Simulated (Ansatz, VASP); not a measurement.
# AlH3 in two plane-wave programs, part 2 of 2

Aim: how closely do two programs agree when they are given the same cell, functional and k mesh? The cell is taken from a series of runs on this material, whose earlier steps may have relaxed, scaled, displaced or heated it; both programs get it as it stands.

VASP 6.6.1 and Ansatz 0.2.0.

So far: Set-up; Ansatz: G0W0 gap, LDA.

### 3. VASP: G0W0 gap, LDA

Level of this step: G0W0 on LDA; plane waves and PAW (Al_GW, H_GW) (VASP).

The same cell, functional (in two slightly different forms) and mesh now go to VASP, with its own data sets.

Lines of VASP's logs that name or quote its potential files are left out, and so is its time.

The run reads the wave functions of an earlier VASP run, which isn't shown here.

INCAR

```
SYSTEM = AlH3
PREC = Accurate
ENCUT = 320
ISMEAR = 0
SIGMA = 0.01
LREAL = .FALSE.
GGA = CA
NBANDS = 398
ALGO = EVGW0
NELMGW = 1
ENCUTGW = 96
NOMEGA = 64
PRECFOCK = Fast
NBANDSGW = 20
LWAVE = .FALSE.
LCHARG = .FALSE.
```

POSCAR

```
AlH3
1.0
    0.0000000000      4.4893505500      4.4893505500
    4.4893505500      0.0000000000      4.4893505500
    4.4893505500      4.4893505500      0.0000000000
Al H
4 12
Direct
    0.6250000000      0.1250000000      0.1250000000
    0.1250000000      0.6250000000      0.1250000000
    0.1250000000      0.1250000000      0.6250000000
    0.1250000000      0.1250000000      0.1250000000
    0.8050904100      0.8050904100      0.1949095900
    0.1949095900      0.1949095900      0.8050904100
    0.8050904100      0.1949095900      0.8050904100
    0.1949095900      0.8050904100      0.1949095900
    0.1949095900      0.8050904100      0.8050904100
    0.8050904100      0.1949095900      0.1949095900
    0.4449095900      0.4449095900      0.0550904100
    0.0550904100      0.0550904100      0.4449095900
    0.4449095900      0.0550904100      0.4449095900
    0.0550904100      0.4449095900      0.0550904100
    0.0550904100      0.4449095900      0.4449095900
    0.4449095900      0.0550904100      0.0550904100
```

KPOINTS

```
Automatic mesh
0
Gamma
2 2 2
0 0 0
```

The projector-augmented-wave data sets are Al_GW and H_GW (LDA family, release 64).

Run with:

```bash
$ export OMP_NUM_THREADS=6
$ mpirun -np 1 vasp_std
```

Numbers of over 12 decimals in the logs are rounded to 6 here.

The program printed:

```text
[banner, memory and clock lines left out]
running    1 mpi-ranks, on    1 nodes
 distrk:  each k-point on    1 cores,    1 groups
 distr:  one band on    1 cores,    1 groups
 Offloading initialized ...    1 GPUs detected
 POSCAR found type information on POSCAR AlH
 POSCAR found :  2 types and      16 ions
|                                                                             |
|           W    W    AA    RRRRR   N    N  II  N    N   GGGG   !!!           |
|           W    W   A  A   R    R  NN   N  II  NN   N  G    G  !!!           |
|           W    W  A    A  R    R  N N  N  II  N N  N  G       !!!           |
|           W WW W  AAAAAA  RRRRR   N  N N  II  N  N N  G  GGG   !            |
|           WW  WW  A    A  R   R   N   NN  II  N   NN  G    G                |
|           W    W  A    A  R    R  N    N  II  N    N   GGGG   !!!           |
|                                                                             |
|     The default for ENCUTGWSOFT is different in this version of VASP.       |
|     please manually set ENCUTGWSOFT =96 in the INCAR file.                  |
|                                                                             |

 LDA part: xc-table for (Slater(with rela. corr.)+CA(PZ))
 , standard interpolation
 found WAVECAR, reading the header
 POSCAR, INCAR and KPOINTS ok, starting setup
 FFT: planning ... GRIDC
 FFT: planning ... GRID_SOFT
 FFT: planning ... GRID
 reading WAVECAR
 the WAVECAR file was read successfully
 initial charge from wavefunction
 available memory per node:   1610.60 GB, setting MAXMEM to   1649252

 The Fermi energy was updated, please check that it is located mid-gap
 values below the HOMO (VB) or above the LUMO (CB) will cause erroneous energies
 E-fermi :   0.7617

 calculate exact exchange contribution
 the WAVEDER file was read successfully
energies w=
    0.000    0.000    0.406    0.000    0.810    0.000    1.213    0.000
    1.614    0.000    2.011    0.000    2.403    0.000    2.792    0.000
    3.175    0.000    3.554    0.000    3.927    0.000    4.295    0.000
    4.657    0.000    5.015    0.000    5.369    0.000    5.718    0.000
    6.064    0.000    6.407    0.000    6.747    0.000    7.085    0.000
    7.422    0.000    7.758    0.000    8.094    0.000    8.432    0.000
    8.771    0.000    9.113    0.000    9.459    0.000    9.809    0.000
   10.165    0.000   10.528    0.000   10.899    0.000   11.280    0.000
   11.671    0.000   12.075    0.000   12.494    0.000   12.929    0.000
   13.384    0.000   13.860    0.000   14.360    0.000   14.889    0.000
   15.450    0.000   16.047    0.000   16.688    0.000   17.376    0.000
   18.122    0.000   18.933    0.000   19.822    0.000   20.801    0.000
   21.888    0.000   23.103    0.000   24.475    0.000   26.035    0.000
   27.831    0.000   29.920    0.000   32.383    0.000   35.332    0.000
   38.928    0.000   43.407    0.000   49.139    0.000   56.727    0.000
   67.233    0.000   82.716    0.000  107.756    0.000  155.020    0.000
 responsefunction array rank=     392
 LDA part: xc-table for (Slater(with rela. corr.)+CA(PZ))
 , standard interpolation

 min. memory requirement per mpi rank    547.9 MB, per node    547.9 MB

 allocating  64 responsefunctions rank=   392
 shmem allocating  64 responsefunctions rank=   392
 response function shared by NCSHMEM nodes    1
 Doing            64  frequencies on each core in blocks of            64
NQ=   1    0.0000    0.0000    0.0000,
|.........|.........|.........|.........|.........|.........|.........|.........
 performed        121000 updates of chi_q(r,r)
 total number of BLAS operations        146.02 Gflops
NQ=   2    0.5000    0.0000    0.0000,
|.........|.........|.........|.........|.........|.........|.........|.........
 performed        322000 updates of chi_q(r,r)
 total number of BLAS operations        393.69 Gflops
NQ=   3    0.5000    0.5000    0.0000,
|.........|.........|.........|.........|.........|.........|.........|.........
 performed        507000 updates of chi_q(r,r)
 total number of BLAS operations        617.16 Gflops
 resolving degeneracies of screened two electron integrals

 calculate QP shifts <psi_nk| G(iteration)W_0 |psi_nk>: iteration 1
 entering main loop
```

OUTCAR, selected parts (step 3):

```text
ion  position               nearest neighbor table
   1  0.625  0.125  0.125-   5 1.71   7 1.71  10 1.71  11 1.71  13 1.71  16 1.71
   2  0.125  0.625  0.125-   5 1.71   8 1.71   9 1.71  11 1.71  14 1.71  15 1.71
   3  0.125  0.125  0.625-   6 1.71   7 1.71   9 1.71  12 1.71  13 1.71  15 1.71
   4  0.125  0.125  0.125-   6 1.71   8 1.71  10 1.71  12 1.71  14 1.71  16 1.71
   5  0.805  0.805  0.195-   1 1.71   2 1.71
   6  0.195  0.195  0.805-   3 1.71   4 1.71
   7  0.805  0.195  0.805-   1 1.71   3 1.71
   8  0.195  0.805  0.195-   2 1.71   4 1.71
   9  0.195  0.805  0.805-   2 1.71   3 1.71
  10  0.805  0.195  0.195-   1 1.71   4 1.71
  11  0.445  0.445  0.055-   1 1.71   2 1.71
  12  0.055  0.055  0.445-   3 1.71   4 1.71
  13  0.445  0.055  0.445-   1 1.71   3 1.71
  14  0.055  0.445  0.055-   2 1.71   4 1.71
  15  0.055  0.445  0.445-   2 1.71   3 1.71
  16  0.445  0.055  0.055-   1 1.71   4 1.71

  LATTYP: Found a face centered cubic cell.
 ALAT       =     8.9787011000

 Subroutine GETGRP returns: Found 48 space group operations
 (whereof 24 operations were pure point group operations)

The static configuration has the point symmetry T_d .
 The point group associated with its full space group is O_h .

 Found      3 irreducible k-points:

   k-points           NKPTS =      3   k-points in BZ     NKDIM =      8   number of bands    NBANDS=    398

   dimension x,y,z NGX =    40 NGY =   40 NGZ =   40
   dimension x,y,z NGXF=    80 NGYF=   80 NGZF=   80

   ENCUT  =  320.0 eV  23.52 Ry    4.85 a.u.   9.26  9.26  9.26*2*pi/ulx,y,z

   NELECT =      24.0000    total number of electrons

  energy-cutoff  :      320.00
  volume of cell :      180.96
      direct lattice vectors                 reciprocal lattice vectors
     0.000000000  4.489350550  4.489350550    -0.111374684  0.111374684  0.111374684
     4.489350550  0.000000000  4.489350550     0.111374684 -0.111374684  0.111374684
     4.489350550  4.489350550  0.000000000     0.111374684  0.111374684 -0.111374684

 k-points in reciprocal lattice and weights: Automatic mesh
   0.00000000  0.00000000  0.00000000       0.125
   0.50000000  0.00000000  0.00000000       0.500
   0.50000000  0.50000000  0.00000000       0.375

 E-fermi :   0.7617

 QP shifts <psi_nk| G(iteration)W_0 |psi_nk>: iteration 1
 for sc-GW calculations column KS-energies equals QP-energies in previous step
 and V_xc(KS)=  KS-energies - (<T + V_ion + V_H > + <T+V_H+V_ion>^1  + <V_x>^1)
 k-point   1 :       0.0000    0.0000    0.0000
  band No.  KS-energies  QP-energies   sigma(KS)   V_xc(KS)     V^pw_x(r,r')   Z            occupation Imag(sigma)
    ...
      9      -4.2302      -5.6046     -12.9513     -11.0597     -15.6807       0.7266       2.0000       0.0741
     10      -4.2302      -5.6046     -12.9513     -11.0597     -15.6807       0.7266       2.0000       0.0741
     11      -0.6307      -1.8830     -13.7487     -12.1132     -15.4441       0.7657       2.0000       0.0447
     12      -0.6307      -1.8830     -13.7487     -12.1132     -15.4441       0.7657       2.0000       0.0447
     13       2.3893       3.0392      -6.0169      -6.8251      -2.6701       0.8042       0.0000      -0.0505
     14       3.8342       4.5918      -6.5916      -7.5477      -3.0602       0.7924       0.0000      -0.0549
     15       3.8342       4.5918      -6.5916      -7.5477      -3.0602       0.7924       0.0000      -0.0549
     16       3.8342       4.5918      -6.5916      -7.5477      -3.0602       0.7924       0.0000      -0.0549
    ...

 k-point   2 :       0.5000    0.0000    0.0000
  band No.  KS-energies  QP-energies   sigma(KS)   V_xc(KS)     V^pw_x(r,r')   Z            occupation Imag(sigma)
    ...
      9      -2.8392      -4.1571     -13.1017     -11.3372     -15.3154       0.7469       2.0000       0.0604
     10      -2.4208      -3.6997     -13.1717     -11.4729     -15.1985       0.7528       2.0000       0.0531
     11      -2.0057      -3.2229     -12.9828     -11.3762     -14.8515       0.7576       2.0000       0.0497
     12      -2.0057      -3.2229     -12.9828     -11.3762     -14.8515       0.7576       2.0000       0.0497
     13       2.5432       3.5274      -7.7650      -9.0260      -4.2456       0.7805       0.0000      -0.0491
     14       3.3301       3.9842      -5.8511      -6.6650      -2.4454       0.8037       0.0000      -0.0520
     15       4.3551       5.3627      -9.2325     -10.5525      -5.5201       0.7634       0.0000      -0.0606
     16       4.3551       5.3627      -9.2325     -10.5525      -5.5201       0.7634       0.0000      -0.0606
    ...

 k-point   3 :       0.5000    0.5000    0.0000
  band No.  KS-energies  QP-energies   sigma(KS)   V_xc(KS)     V^pw_x(r,r')   Z            occupation Imag(sigma)
    ...
      9      -2.7325      -4.0413     -13.1967     -11.4532     -15.3418       0.7506       2.0000       0.0551
     10      -2.7325      -4.0413     -13.1967     -11.4532     -15.3418       0.7506       2.0000       0.0551
     11      -2.0113      -3.2514     -13.0568     -11.4154     -14.9414       0.7555       2.0000       0.0482
     12      -2.0113      -3.2514     -13.0568     -11.4154     -14.9414       0.7555       2.0000       0.0482
     13       2.1542       3.1910      -8.2361      -9.5631      -4.7885       0.7813       0.0000      -0.0465
     14       2.1542       3.1910      -8.2361      -9.5631      -4.7885       0.7813       0.0000      -0.0465
     15       4.8513       5.6361      -7.3482      -8.3530      -3.6315       0.7811       0.0000      -0.0605
     16       4.8513       5.6361      -7.3482      -8.3530      -3.6315       0.7811       0.0000      -0.0605
    ...
```

### 4. Comparison

Known differences besides the potentials themselves: the two LDA forms differ slightly; fixed occupations in Ansatz, narrow Gaussian smearing in VASP; the cutoff is 420 eV in Ansatz and 320 eV in VASP; VASP's log shows a relativistic correction to its local exchange, Ansatz's none; Ansatz integrates over frequency by contour deformation, VASP on a grid of NOMEGA points; Ansatz's G0W0 levels solve the quasiparticle equation, VASP's are linearised. Total energies have different zeros and are not compared.

The two programs side by side:

```csv
quantity,Ansatz,VASP,difference
G0W0 gap on the mesh (eV),5.01,4.92,+0.09
Kohn-Sham gap under it (eV),2.84,2.78,+0.06
```

### 5. Outcome

| Quantity | Value |
| --- | --- |
| difference in G0W0 gap on the mesh (G0W0 gap, LDA) | 0.085 eV |

The difference in G0W0 gap on the mesh is 0.085 eV (G0W0 gap, LDA). How closely two codes agree says nothing of how well the functional describes the real material.

[Lines on the potential files, build, host, timing and source positions are cut from VASP's logs without a mark.]

[Logs are printed without paths, hosts, clocks, repeated set-up lines and the standing remarks that a program may print on its own settings, such as how far it seeks lower states.]

[Hosts, paths, dates, database ids (printed as entryN), source tags and the programs' standing remarks are cut or masked in the printed files.]
